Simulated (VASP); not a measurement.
Input of a VASP 6.6.1 run:

INCAR

```
PREC = Accurate ; ENCUT = 520
EDIFF = 1E-7 ; ISMEAR = 0
SIGMA = 0.01 ; LREAL = F
LASPH = T ; NELM = 60
ALGO = Normal ; ISIF = 2
LWAVE = F ; LCHARG = F
GGA = PE ; NBANDS = 24
```

Contents of KPOINTS:

```
Automatic mesh
0
Gamma
  1 1 1
```

The input POSCAR:

```
SiBr2ClF
1.0
   12.0000000000      0.0000000000      0.0000000000
    0.0000000000     12.0000000000      0.0000000000
    0.0000000000      0.0000000000     12.0000000000
F Si Cl Br
1 1 1 2
Direct
    0.5778791700      0.3930333300      0.6063291700
    0.5105791700      0.4776916700      0.5316125000
    0.3805125000      0.5346416700      0.6217208300
    0.4521291700      0.3891750000      0.3839458300
    0.6216541700      0.6143250000      0.4863458300
```

Potentials or basis: VASP PAW PBE potentials, release 64 (F, Si, Cl, Br).

The run is started by

```sh
$ cat potpaw_PBE.64/F/POTCAR potpaw_PBE.64/Si/POTCAR potpaw_PBE.64/Cl/POTCAR potpaw_PBE.64/Br/POTCAR > POTCAR
$ mpirun -np 1 vasp_gam > vasp.out
```

**Question.** What does it give for the gap between the frontier levels?

**Answer.** 5.50 eV.

**Question.** Predict the largest force.

**Answer.** 0.877 eV/Å.

Forces in eV/Å, atoms in the order of the input:
```
F    0.446 -0.564  0.502
Si  -0.306  0.394 -0.361
Cl  -0.228  0.097  0.164
Br  -0.094 -0.148 -0.236
Br   0.182  0.221 -0.069
```
